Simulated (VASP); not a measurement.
The input files of a VASP run:

**INCAR**
```
ALGO  =  Normal
EDIFF  =  1E-6
ENCUT  =  400
ISIF  =  2
ISMEAR  =  -1
LASPH  =  .TRUE.
LCHARG  =  .FALSE.
LREAL  =  .FALSE.
LWAVE  =  .FALSE.
NELM  =  100
PREC  =  Accurate
SIGMA  =  0.05
SYSTEM  =  BN
```

### KPOINTS
```
Automatic mesh
0
Gamma
10 10 4
0 0 0
```

**POSCAR**
```
BN
1.0
  1.2230790000  -2.1184350000   0.0000000000
  1.2230790000   2.1184350000   0.0000000000
  0.0000000000   0.0000000000   6.5061540000
B N
2 2
Cart
  1.2230790000   0.7061464123   1.6265385000
  1.2230790000  -0.7061464123   4.8796155000
  1.2230790000  -0.7061464123   1.6265385000
  1.2230790000   0.7061464123   4.8796155000
```

POTCAR, in this order: B N (LDA.64 set). Program: vasp_std.

Translate this LDA calculation to Ansatz.

One equivalent input (not run):
Ansatz 0.2 input:
```yaml
crystal:
  lattice:
    - [1.2230790, -2.1184350, 0.0000000]
    - [1.2230790, 2.1184350, 0.0000000]
    - [0.0000000, 0.0000000, 6.5061540]
  atoms:
    - { symbol: B, position: [0.3333330, 0.6666670, 0.2500000] }
    - { symbol: B, position: [0.6666670, 0.3333330, 0.7500000] }
    - { symbol: N, position: [0.6666670, 0.3333330, 0.2500000] }
    - { symbol: N, position: [0.3333330, 0.6666670, 0.7500000] }
kpoints:
  mp_grid: { grid: [10, 10, 4] }
hamiltonian:
  xc: lda
  pseudopotentials: { kind: paw }
scf:
  occupations: { method: fermi_dirac, width: 0.05 }
  max_iter: 100
output: { forces: true, stress: true, eigenvalues: true }
```
Limits of the translation: each code has its own PAW files, so the cut-off isn't converted (ENCUT is set for VASP's; basis.ecutwfc is left out, and Ansatz then takes the one that its files recommend); Ansatz stops its SCF on the density residual and VASP on the energy change (EDIFF); Ansatz's lda is the Perdew-Wang form, while the LDA potentials of VASP carry Perdew-Zunger's.

The structure is a typed BN crystal (P6_3/mmc). The cell was not relaxed at this level. The run is one of a series of settings (GGA removed, POTCAR B N (LDA.64 set) against the base run), some of them coarse on purpose.
